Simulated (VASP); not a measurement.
Energy against volume of YN (rock salt). These are PBEsol GGA, VASP's PBE PAW potentials (set 64) (plane waves; VASP 6.6.1) values and carry that method's errors. Settings: 520 eV cut-off, 9×9×9 Γ-centred mesh, Gaussian smearing of 0.050 eV, potentials Y_sv N.

| V (Å³/atom) | E (eV/atom) |
|---|---|
| 13.880 | -9.55748 |
| 14.309 | -9.56492 |
| 14.738 | -9.55855 |
| 15.168 | -9.54037 |

### Question
Fit these four points and predict the energy of the run at 13.451 Å³/atom.

### Answer
A cubic in V^(−2/3), the third-order Birch-Murnaghan form, passes through the four points with V0 = 14.31 Å³/atom and B0 = 171 GPa, and gives -9.5338 eV/atom there. The run gave -9.5340 eV/atom, -0.2 meV/atom from the fit; all five points give B0 = 171 GPa.

The compound is YN in the rock salt structure. It was relaxed first.
